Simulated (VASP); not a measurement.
Input for VASP

File KPOINTS:
```
Automatic mesh
0
Gamma
5 5 8
0 0 0
```

File POSCAR:
```
TiO2
1
    4.3819322516    -0.0000000000     0.0000000000
    0.0000000000     4.3819322516     0.0000000000
    0.0000000000     0.0000000000     2.8591923126
Ti O
2 4
Direct
  0.0000000000   0.0000000000   0.0000000000
  0.5000000000   0.5000000000   0.5000000000
  0.3016054392   0.3016054392   0.0000000000
  0.8016054392   0.1983945608   0.5000000000
  0.1983945608   0.8016054392   0.5000000000
  0.6983945608   0.6983945608   0.0000000000
```

INCAR:
```
EDIFFG=-0.02   # ionic stop
ENCUT=620   # plane-wave cut-off (eV)
NSW=40
ALGO=Normal   # blocked Davidson
PREC=Accurate
SYSTEM=TiO2
LCHARG=.False.
EDIFF=1E-6   # SCF stop (eV)
LWAVE=.False.
SIGMA=0.05   # width (eV)
LREAL=.False.   # projection in real space or not
ISMEAR=0   # Gaussian
LMAXMIX=4   # l cut-off of mixed one-centre charges
LASPH=.True.   # aspherical one-centre terms
PSTRESS=300   # kbar
ISIF=3   # ions, shape and volume
NELM=100
IBRION=2
```

POTCAR, in this order: Ti_sv O (LDA.64 set). Program: vasp_std.

**Question.** Translate this LDA calculation to Quantum ESPRESSO's pw.x.

**Answer.** One equivalent input (not run):
```
&CONTROL
  calculation = 'vc-relax'
  pseudo_dir = './pseudo'
  outdir = './out'
  tprnfor = .true.
  tstress = .true.
  nstep = 40
  forc_conv_thr = 0.00078
/
&SYSTEM
  ibrav = 0
  nat = 6
  ntyp = 2
  ecutwfc = 84
  occupations = 'smearing'
  smearing = 'gaussian'
  degauss = 0.003675
  input_dft = 'pz'
/
&ELECTRONS
  conv_thr = 7.3e-08
  electron_maxstep = 100
/
&IONS
/
&CELL
  press = 300
/
ATOMIC_SPECIES
  Ti 47.867 Ti.upf
  O 15.999 O.upf
CELL_PARAMETERS angstrom
     4.3819323   -0.0000000    0.0000000
     0.0000000    4.3819323    0.0000000
     0.0000000    0.0000000    2.8591923
ATOMIC_POSITIONS crystal
  Ti   0.0000000  0.0000000  0.0000000
  Ti   0.5000000  0.5000000  0.5000000
  O    0.3016054  0.3016054  0.0000000
  O    0.8016054  0.1983946  0.5000000
  O    0.1983946  0.8016054  0.5000000
  O    0.6983946  0.6983946  0.0000000
K_POINTS automatic
  5 5 8 0 0 0
```
What does not carry over: the potentials are each code's own (VASP's PAW set, PseudoDojo norm-conserving files in pw.x), so ENCUT and ecutwfc are chosen apart and not converted; conv_thr bounds pw.x's estimated SCF error, while EDIFF bounds the energy change between steps; forc_conv_thr acts on force components and is met together with etot_conv_thr.

The compound is TiO2 in the rutile structure. It was relaxed first under an external pressure of 30 GPa.
